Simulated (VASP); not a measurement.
# Ba: Ba into a neighbouring Ba vacancy, part 2 of 2

How hard is this move in Ba: Ba into a neighbouring Ba vacancy? Both ends are relaxed first, then a band of images between them.

VASP 6.6.1; PBEsol; plane waves and PAW (Ba_sv).

So far. Step 4 (Relax the start): The run ended after 10 ionic steps, 0.224 eV below its first step, once the forces on the free atoms met EDIFFG = -0.05. Step 5 (Relax the end): The run ended after 10 ionic steps, 0.242 eV below its first step, once the forces on the free atoms met EDIFFG = -0.05.

**6. Nudged elastic band**

Images on a straight line between the ends relax across the path, while springs keep them spaced along it.

File INCAR:

```
SYSTEM = Ba
PREC = Normal
ENCUT = 280
EDIFF = 1E-05
NELM = 120
ISMEAR = 1
SIGMA = 0.15
LREAL = Auto
ALGO = Fast
GGA = PS
NBANDS = 312
LWAVE = .FALSE.
LCHARG = .FALSE.
NCORE = 2
LASPH = .TRUE.
IMAGES = 3
SPRING = -5
IBRION = 1
POTIM = 0.3
NSW = 50
EDIFFG = -0.05
ISYM = 0
ISIF = 0
```

File POSCAR:

```
Ba
1.0
   14.7005188674      0.0000000000      0.0000000000
    0.0000000000     14.7005188674      0.0000000000
    0.0000000000      0.0000000000     14.7005188674
Ba
53
Direct
    0.3454996057      0.9998997151      0.9997541041
    0.6542640402      0.0002333085      0.9994967441
    0.0004280105      0.3451931286      0.9991516215
    0.0003005159      0.9997834973      0.3451793634
    0.1596860133      0.1600996808      0.1596483459
    0.3321652284      0.3323434077      0.9996529366
    0.3325058526      0.0000189656      0.3322301690
    0.4998997741      0.1685861213      0.1682330633
    0.6683053259      0.3324555331      0.9996923811
    0.6676798375      0.0000668401      0.3315838610
    0.8404413123      0.1596129045      0.1597145144
    0.9998658833      0.6544990541      0.9991667952
    0.0000353675      0.3326822827      0.3321676317
    0.1682873840      0.5000803800      0.1679898218
    0.3322169335      0.6673118668      0.9995837928
    0.0003523102      0.9994708005      0.6540562267
    0.1688098327      0.1685360547      0.4994733945
    0.3324190479      0.3327195144      0.3323504172
    0.5002806969      0.4995666810      0.1661473137
    0.6678393247      0.6676393920      0.9997293262
    0.3324024322      0.9999958330      0.6670904732
    0.4998933029      0.1667399969      0.4991343756
    0.6680428051      0.3323047823      0.3322830871
    0.8316322733      0.4996959282      0.1682144476
    0.6674802128      0.9998844689      0.6669947397
    0.8315437200      0.1681845539      0.4998466214
    0.0000307204      0.6678895582      0.3318721012
    0.1602406095      0.8400084657      0.1595642568
    0.9998472196      0.3319774739      0.6672352675
    0.1668391112      0.4999335651      0.4998638879
    0.3324334764      0.6669090246      0.3322093514
    0.4998707374      0.8309946365      0.1684403704
    0.1597633118      0.1597124685      0.8398592600
    0.3324983653      0.3328539269      0.6669222784
    0.5003653343      0.4996395811      0.4991422857
    0.6677648086      0.6673290756      0.3321363148
    0.8401393055      0.8401147614      0.1592880971
    0.4997544936      0.1686375042      0.8307726263
    0.6675826140      0.3322496806      0.6673955076
    0.8331490957      0.5004037166      0.4996961338
    0.8400357720      0.1594800183      0.8396500450
    0.9999115352      0.6676074152      0.6674321654
    0.1697291351      0.8306825975      0.4996226663
    0.1688809545      0.4998357046      0.8306607992
    0.3328420602      0.6673407882      0.6671708737
    0.4998998537      0.8332481494      0.4991865088
    0.5004301687      0.4997553454      0.8330981294
    0.6672331262      0.6674215798      0.6671049709
    0.8311570386      0.8314643701      0.4995030804
    0.8311484885      0.4998581090      0.8304803800
    0.1600311874      0.8404689173      0.8404720850
    0.5001148476      0.8315847028      0.8311110338
    0.8402940650      0.8406265906      0.8401127839
```

File KPOINTS:

```
Automatic mesh
0
Monkhorst-Pack
2 2 2
0 0 0
```

File 00/POSCAR:

```
Ba
1.0
   14.7005188674      0.0000000000      0.0000000000
    0.0000000000     14.7005188674      0.0000000000
    0.0000000000      0.0000000000     14.7005188674
Ba
53
Direct
    0.3454996057      0.9998997151      0.9997541041
    0.6542640402      0.0002333085      0.9994967441
    0.0004280105      0.3451931286      0.9991516215
    0.0003005159      0.9997834973      0.3451793634
    0.1596860133      0.1600996808      0.1596483459
    0.3321652284      0.3323434077      0.9996529366
    0.3325058526      0.0000189656      0.3322301690
    0.4998997741      0.1685861213      0.1682330633
    0.6683053259      0.3324555331      0.9996923811
    0.6676798375      0.0000668401      0.3315838610
    0.8404413123      0.1596129045      0.1597145144
    0.9998658833      0.6544990541      0.9991667952
    0.0000353675      0.3326822827      0.3321676317
    0.1682873840      0.5000803800      0.1679898218
    0.3322169335      0.6673118668      0.9995837928
    0.0003523102      0.9994708005      0.6540562267
    0.1688098327      0.1685360547      0.4994733945
    0.3324190479      0.3327195144      0.3323504172
    0.5002806969      0.4995666810      0.1661473137
    0.6678393247      0.6676393920      0.9997293262
    0.3324024322      0.9999958330      0.6670904732
    0.4998933029      0.1667399969      0.4991343756
    0.6680428051      0.3323047823      0.3322830871
    0.8316322733      0.4996959282      0.1682144476
    0.6674802128      0.9998844689      0.6669947397
    0.8315437200      0.1681845539      0.4998466214
    0.0000307204      0.6678895582      0.3318721012
    0.1602406095      0.8400084657      0.1595642568
    0.9998472196      0.3319774739      0.6672352675
    0.1668391112      0.4999335651      0.4998638879
    0.3324334764      0.6669090246      0.3322093514
    0.4998707374      0.8309946365      0.1684403704
    0.1597633118      0.1597124685      0.8398592600
    0.3324983653      0.3328539269      0.6669222784
    0.5003653343      0.4996395811      0.4991422857
    0.6677648086      0.6673290756      0.3321363148
    0.8401393055      0.8401147614      0.1592880971
    0.4997544936      0.1686375042      0.8307726263
    0.6675826140      0.3322496806      0.6673955076
    0.8331490957      0.5004037166      0.4996961338
    0.8400357720      0.1594800183      0.8396500450
    0.9999115352      0.6676074152      0.6674321654
    0.1697291351      0.8306825975      0.4996226663
    0.1688809545      0.4998357046      0.8306607992
    0.3328420602      0.6673407882      0.6671708737
    0.4998998537      0.8332481494      0.4991865088
    0.5004301687      0.4997553454      0.8330981294
    0.6672331262      0.6674215798      0.6671049709
    0.8311570386      0.8314643701      0.4995030804
    0.8311484885      0.4998581090      0.8304803800
    0.1600311874      0.8404689173      0.8404720850
    0.5001148476      0.8315847028      0.8311110338
    0.8402940650      0.8406265906      0.8401127839
```

File 01/POSCAR:

```
Ba
1.0
   14.7005188674      0.0000000000      0.0000000000
    0.0000000000     14.7005188674      0.0000000000
    0.0000000000      0.0000000000     14.7005188674
Ba
53
Direct
    0.3407241432      1.0017076421      1.0013254692
    0.6574373165     -0.0003059774      0.9990513382
    0.0020806633      0.3404885898      1.0010181662
    0.0020942551      1.0014336169      0.3403170714
    0.1215881257      0.1217296164      0.1214898107
    0.3308049143      0.3308705704      1.0012010874
    0.3310977106      0.0017824859      0.3305911006
    0.5030051817      0.1682000630      0.1676985074
    0.6679666668      0.3330967100      0.9991144462
    0.6674019289     -0.0004058952      0.3323631451
    0.8356017544      0.1613420854      0.1612578452
    0.9994379330      0.6575434230      0.9989564152
    0.0018608527      0.3310450792      0.3306702354
    0.1679296893      0.5030531996      0.1676302391
    0.3330192456      0.6669844013      0.9990639631
   -0.0002056473      0.9988494314      0.6571045564
    0.1681833624      0.1680036985      0.5026067217
    0.3309128490      0.3310160908      0.3308682127
    0.5000487381      0.4992299706      0.1662419147
    0.6674636648      0.6672885134      0.9997591956
    0.3330854893      0.9994883188      0.6669012949
    0.4996990188      0.1667265875      0.4991869934
    0.6678034849      0.3329855001      0.3329875980
    0.8323423973      0.4994615647      0.1678014967
    0.6673672088      0.9998355240      0.6669277227
    0.8322013998      0.1676612103      0.4995838755
   -0.0004082863      0.6676045881      0.3326758463
    0.1620048147      0.8352352745      0.1612870388
    0.9992977296      0.3328573690      0.6669272198
    0.1668539498      0.4996967778      0.4995060442
    0.3332784288      0.6667449895      0.3328932315
    0.4996663166      0.8317953404      0.1677263850
    0.1614418004      0.1614918896      0.8350029393
    0.3331694348      0.3334012817      0.6667766044
    0.5001291779      0.4994892961      0.4991249629
    0.6672798181      0.6672176854      0.3322396330
    0.8385764630      0.8386185084      0.1610655624
    0.4996693832      0.1681900088      0.8315216007
    0.6674568846      0.3324817074      0.6670637886
    0.8333823031      0.5001415939      0.4994531378
    0.8387442306      0.1612229505      0.8381759442
    0.9999522054      0.6674127560      0.6670605551
    0.1690379347      0.8315182376      0.4993167103
    0.1682838575      0.4996867076      0.8314291685
    0.3330599513      0.6671977439      0.6669270800
    0.4997592832      0.8334355236      0.4991509643
    0.5001901748      0.4994841532      0.8332009911
    0.6671117373      0.6673805985      0.6668935091
    0.8318843750      0.8321088304      0.4991801050
    0.8319413020      0.4997609103      0.8312487490
    0.1616370840      0.8388275652      0.8388472110
    0.4999660990      0.8321087853      0.8318215390
    0.8388128724      0.8389661892      0.8386485695
```

File 02/POSCAR:

```
Ba
1.0
   14.7005188674      0.0000000000      0.0000000000
    0.0000000000     14.7005188674      0.0000000000
    0.0000000000      0.0000000000     14.7005188674
Ba
53
Direct
    0.3359486806      1.0035155691      1.0028968342
    0.6606105928     -0.0008452633      0.9986059324
    0.0037333160      0.3357840511      1.0028847109
    0.0038879944      1.0030837365      0.3354547794
    0.0834902380      0.0833595519      0.0833312756
    0.3294446002      0.3293977332      1.0027492382
    0.3296895687      0.0035460062      0.3289520322
    0.5061105892      0.1678140047      0.1671639514
    0.6676280076      0.3337378869      0.9985365114
    0.6671240203     -0.0008786304      0.3331424292
    0.8307621964      0.1630712664      0.1628011759
    0.9990099826      0.6605877920      0.9987460352
    0.0036863378      0.3294078756      0.3291728392
    0.1675719946      0.5060260192      0.1672706564
    0.3338215576      0.6666569359      0.9985441334
   -0.0007636048      0.9982280624      0.6601528860
    0.1675568920      0.1674713424      0.5057400488
    0.3294066501      0.3293126673      0.3293860082
    0.4998167792      0.4988932602      0.1663365157
    0.6670880050      0.6669376348      0.9997890650
    0.3337685464      0.9989808045      0.6667121166
    0.4995047347      0.1667131782      0.4992396111
    0.6675641646      0.3336662179      0.3336921090
    0.8330525212      0.4992272012      0.1673885458
    0.6672542048      0.9997865791      0.6668607057
    0.8328590796      0.1671378668      0.4993211296
   -0.0008472930      0.6673196180      0.3334795914
    0.1637690198      0.8304620832      0.1630098207
    0.9987482395      0.3337372642      0.6666191722
    0.1668687884      0.4994599904      0.4991482006
    0.3341233811      0.6665809544      0.3335771116
    0.4994618958      0.8325960444      0.1670123995
    0.1631202890      0.1632713106      0.8301466186
    0.3338405042      0.3339486364      0.6666309304
    0.4998930215      0.4993390111      0.4991076401
    0.6667948276      0.6671062953      0.3323429513
    0.8370136206      0.8371222555      0.1628430276
    0.4995842727      0.1677425133      0.8322705752
    0.6673311551      0.3327137341      0.6667320696
    0.8336155104      0.4998794712      0.4992101419
    0.8374526893      0.1629658827      0.8367018433
    0.9999928755      0.6672180968      0.6666889448
    0.1683467343      0.8323538776      0.4990107543
    0.1676867604      0.4995377107      0.8321975378
    0.3332778424      0.6670546996      0.6666832862
    0.4996187128      0.8336228977      0.4991154198
    0.4999501810      0.4992129610      0.8333038528
    0.6669903484      0.6673396172      0.6666820473
    0.8326117113      0.8327532907      0.4988571296
    0.8327341156      0.4996637116      0.8320171179
    0.1632429806      0.8371862130      0.8372223370
    0.4998173504      0.8326328678      0.8325320441
    0.8373316798      0.8373057877      0.8371843551
```

File 03/POSCAR:

```
Ba
1.0
   14.7005188674      0.0000000000      0.0000000000
    0.0000000000     14.7005188674      0.0000000000
    0.0000000000      0.0000000000     14.7005188674
Ba
53
Direct
    0.3311732181      1.0053234961      1.0044681992
    0.6637838691     -0.0013845491      0.9981605266
    0.0053859688      0.3310795124      1.0047512556
    0.0056817336      1.0047338561      0.3305924874
    0.0453923504      0.0449894875      0.0451727404
    0.3280842860      0.3279248959      1.0042973889
    0.3282814268      0.0053095265      0.3273129638
    0.5092159968      0.1674279464      0.1666293954
    0.6672893484      0.3343790638      0.9979585766
    0.6668461117     -0.0013513657      0.3339217133
    0.8259226385      0.1648004474      0.1643445066
    0.9985820323      0.6636321610      0.9985356552
    0.0055118230      0.3277706720      0.3276754429
    0.1672142999      0.5089988389      0.1669110737
    0.3346238697      0.6663294704      0.9980243037
   -0.0013215623      0.9976066933      0.6632012156
    0.1669304216      0.1669389862      0.5088733760
    0.3279004512      0.3276092437      0.3279038036
    0.4995848204      0.4985565497      0.1664311167
    0.6667123451      0.6665867562      0.9998189343
    0.3344516035      0.9984732902      0.6665229382
    0.4993104506      0.1666997688      0.4992922288
    0.6673248443      0.3343469357      0.3343966199
    0.8337626452      0.4989928376      0.1669755949
    0.6671412008      0.9997376342      0.6667936887
    0.8335167595      0.1666145232      0.4990583837
   -0.0012862997      0.6670346480      0.3342833365
    0.1655332250      0.8256888920      0.1647326026
    0.9981987494      0.3346171593      0.6663111245
    0.1668836269      0.4992232030      0.4987903570
    0.3349683335      0.6664169192      0.3342609917
    0.4992574750      0.8333967483      0.1662984140
    0.1647987776      0.1650507317      0.8252902980
    0.3345115736      0.3344959912      0.6664852563
    0.4996568651      0.4991887261      0.4990903173
    0.6663098372      0.6669949051      0.3324462696
    0.8354507782      0.8356260026      0.1646204929
    0.4994991622      0.1672950178      0.8330195496
    0.6672054256      0.3329457608      0.6664003505
    0.8338487178      0.4996173484      0.4989671460
    0.8361611479      0.1647088149      0.8352277424
    1.0000335456      0.6670234377      0.6663173346
    0.1676555338      0.8331895176      0.4987047983
    0.1670896634      0.4993887138      0.8329659071
    0.3334957334      0.6669116552      0.6664394925
    0.4994781423      0.8338102718      0.4990798753
    0.4997101872      0.4989417687      0.8334067145
    0.6668689595      0.6672986360      0.6664705855
    0.8333390476      0.8333977511      0.4985341543
    0.8335269292      0.4995665128      0.8327854868
    0.1648488772      0.8355448609      0.8355974629
    0.4996686018      0.8331569504      0.8332425493
    0.8358504871      0.8356453863      0.8357201407
```

File 04/POSCAR:

```
Ba
1.0
   14.7005188674      0.0000000000      0.0000000000
    0.0000000000     14.7005188674      0.0000000000
    0.0000000000      0.0000000000     14.7005188674
Ba
53
Direct
    0.3263977556      1.0071314231      1.0060395643
    0.6669571454     -0.0019238350      0.9977151207
    0.0070386216      0.3263749736      1.0066178003
    0.0074754728      1.0063839757      0.3257301954
    0.0072944627      0.0066194230      0.0070142053
    0.3267239719      0.3264520586      1.0058455397
    0.3268732848      0.0070730468      0.3256738954
    0.5123214044      0.1670418881      0.1660948395
    0.6669506893      0.3350202407      0.9973806417
    0.6665682031     -0.0018241010      0.3347009974
    0.8210830806      0.1665296283      0.1658878374
    0.9981540820      0.6666765299      0.9983252752
    0.0073373082      0.3261334685      0.3261780466
    0.1668566052      0.5119716585      0.1665514910
    0.3354261818      0.6660020050      0.9975044740
   -0.0018795198      0.9969853242      0.6662495453
    0.1663039513      0.1664066300      0.5120067032
    0.3263942523      0.3259058201      0.3264215991
    0.4993528615      0.4982198393      0.1665257177
    0.6663366852      0.6662358776      0.9998488037
    0.3351346606      0.9979657760      0.6663337599
    0.4991161665      0.1666863594      0.4993448466
    0.6670855241      0.3350276535      0.3351011309
    0.8344727692      0.4987584741      0.1665626440
    0.6670281968      0.9996886893      0.6667266717
    0.8341744393      0.1660911796      0.4987956378
   -0.0017253064      0.6667496779      0.3350870816
    0.1672974302      0.8209157008      0.1664553846
    0.9976492594      0.3354970544      0.6660030768
    0.1668984655      0.4989864157      0.4984325133
    0.3358132859      0.6662528841      0.3349448718
    0.4990530542      0.8341974522      0.1655844286
    0.1664772662      0.1668301528      0.8204339773
    0.3351826431      0.3350433460      0.6663395823
    0.4994207087      0.4990384411      0.4990729945
    0.6658248467      0.6668835150      0.3325495878
    0.8338879357      0.8341297496      0.1663979582
    0.4994140518      0.1668475224      0.8337685240
    0.6670796962      0.3331777876      0.6660686315
    0.8340819252      0.4993552257      0.4987241500
    0.8348696065      0.1664517471      0.8337536416
    1.0000742158      0.6668287785      0.6659457243
    0.1669643334      0.8340251577      0.4983988423
    0.1664925663      0.4992397168      0.8337342764
    0.3337136245      0.6667686109      0.6661956988
    0.4993375718      0.8339976460      0.4990443308
    0.4994701933      0.4986705765      0.8335095762
    0.6667475706      0.6672576547      0.6662591237
    0.8340663840      0.8340422114      0.4982111789
    0.8343197427      0.4994693141      0.8335538558
    0.1664547738      0.8339035088      0.8339725889
    0.4995198532      0.8336810329      0.8339530545
    0.8343692945      0.8339849848      0.8342559263
```

The projector-augmented-wave data sets are Ba_sv (PBE family, release 64).

The run is started by

```
> mpirun -np 6 vasp_std
```

It took 73 min on 6 MPI ranks of Intel Xeon Platinum 8488C (Sapphire Rapids), shared host; peak memory 4.2 GiB.

Images along the path:

```
image  path (A)  energy (eV)     Ba5: x, y, z (Å)
    0     0.000       0.0000  2.347, 2.354, 2.347
    1     1.051       0.1177  1.816, 1.814, 1.810
    2     2.105       0.2123  1.229, 1.226, 1.223
    3     3.161       0.1190  0.642, 0.637, 0.635
    4     4.212       0.0004  0.107, 0.097, 0.103
```

This step gave:

```
electronic cycles                        : 105
path length                              : 4.212 Å
barrier                                  : 0.2123 eV
barrier in the reverse direction         : 0.2119 eV
barrier from a spline through the images : 0.2123 eV
reaction energy                          : 4.19e-4 eV
```

What the program prints for this run, and its count of cycles, belong to image 1; the force that counts for the threshold is the band's, across the path.

**7. Summary of results**

```
hop                                      : Ba into a neighbouring Ba vacancy
barrier                                  : 0.212 eV
barrier in the reverse direction         : 0.212 eV
barrier from a spline through the images : 0.212 eV
reaction energy                          : 4.2e-4 eV
path length                              : 4.21 Å
```

What this shows: The barrier is 0.21 eV forwards and 0.21 eV backwards. With an attempt frequency of 10¹³ per second, taken as a typical value, this barrier gives about 10^9 hops a second at 300 K. Both ends are alike and an image sits at the midpoint, which is the saddle if the path is symmetric. The band met its force threshold after 11 steps. Cell and mesh are small and were not tested. The band started on a straight line, so other routes may lie lower.

[Lines on the potential files, build, host, timing and source positions are cut from VASP's logs without a mark.]

[Logs are printed without paths, hosts, clocks, repeated set-up lines and the standing remarks that a program may print on its own settings, such as how far it seeks lower states.]

[Hosts, paths, dates, database ids (printed as entryN), source tags and the programs' standing remarks are cut or masked in the printed files.]

[Runs that stopped without an error message from VASP are left out.]
